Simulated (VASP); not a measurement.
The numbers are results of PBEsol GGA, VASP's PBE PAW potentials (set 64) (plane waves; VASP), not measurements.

Gaps are without spin-orbit coupling.

volume per atom: 22.92 Å³/atom
band gap (over mesh and band path): 1.34 eV
smallest direct gap (over mesh and band path): 1.90 eV
Hill bulk modulus: 72.5 GPa
Hill shear modulus: 39.5 GPa

Which relaxed crystal gives these values?
A) BN, P6_3mc (186)
B) BaGaGeH, P3m1 (156)
C) BeTe, F-43m (216)
D) AlAs, F-43m (216)

D, AlAs, F-43m (216)
